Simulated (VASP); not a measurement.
Input:

```
ZnS
1.0
    0.00000     2.69059     2.69059
    2.69059     0.00000     2.69059
    2.69059     2.69059     0.00000
Zn S
1 1
Direct
  0.00000   0.00000   0.00000
  0.25000   0.25000   0.25000
```

Method: r2SCAN meta-GGA, VASP's PBE PAW potentials (set 64) (plane waves; VASP). Numerical set-up: 400 eV cut-off, 10×10×10 Γ-centred mesh, tetrahedra with Blöchl corrections, potentials Zn S.

Q: Tabulate the total density of states (states/eV per cell) against energy (eV; zero at the valence-band maximum or, without a gap, the Fermi level).

A: 
```csv
E (eV),DOS (states/eV)
-9.95,0.00
-9.71,0.00
-9.59,0.00
-9.35,0.00
-9.11,0.00
-8.99,0.00
-8.75,0.00
-8.51,0.00
-8.27,0.00
-8.15,0.00
-7.91,0.00
-7.67,0.00
-7.55,0.00
-7.31,0.00
-7.07,0.00
-6.95,0.00
-6.71,0.00
-6.47,17.8
-6.23,8.06
-6.11,7.14
-5.87,7.22
-5.63,1.61
-5.51,0.00
-5.27,0.15
-5.03,0.52
-4.91,0.75
-4.67,2.95
-4.43,1.10
-4.31,0.92
-4.07,0.61
-3.83,0.51
-3.59,0.41
-3.47,0.34
-3.23,0.40
-2.99,1.47
-2.87,1.55
-2.63,1.26
-2.39,1.49
-2.27,1.81
-2.03,1.82
-1.79,1.79
-1.55,1.78
-1.43,1.75
-1.19,1.83
-0.95,1.67
-0.83,1.21
-0.59,0.82
-0.35,0.52
-0.23,0.34
0.01,0.01
0.25,0.00
0.49,0.00
0.61,0.00
0.85,0.00
1.09,0.00
1.21,0.00
1.45,0.00
1.69,0.00
1.81,0.00
2.05,0.00
2.29,0.00
2.41,0.00
2.65,0.00
2.89,0.00
3.13,0.01
3.25,0.02
3.49,0.04
3.73,0.08
3.85,0.14
4.09,0.49
4.33,0.92
4.45,1.03
4.69,1.42
4.93,2.02
5.17,1.77
5.29,1.59
5.53,1.05
5.77,0.76
5.89,0.65
6.13,0.77
```
Within 2 eV below the valence-band maximum the largest weight inside VASP's projection spheres is S p, then Zn d.

The structure was generated: ZnS was put into the zinc blende type (F-43m), which need not be its known phase. It was relaxed first, which changed the volume by +8 %.
